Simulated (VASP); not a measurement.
```
CELL_PARAMETERS angstrom
      0.00000     2.04189     2.04189
      2.04189     0.00000     2.04189
      2.04189     2.04189     0.00000
ATOMIC_POSITIONS crystal
  Au 0.00000 0.00000 0.00000
```

The numbers are results of r2SCAN meta-GGA, VASP's PBE PAW potentials (set 64) (plane waves; VASP 6.6.1), not measurements. Run with 520 eV cut-off, 15×15×15 Γ-centred mesh, first-order Methfessel-Paxton smearing of 0.10 eV, potentials Au.

**Question.** Give the stress tensor in GPa (positive for a compressed cell).

**Answer.** 
```
5.25  0.00  0.00
0.00  5.25  0.00
0.00  0.00  5.25
```
The pressure is its mean diagonal, 5.25 GPa.

The compound is Au in the fcc structure. This cell is one point of a volume scan, at 0.97 of the reference volume.
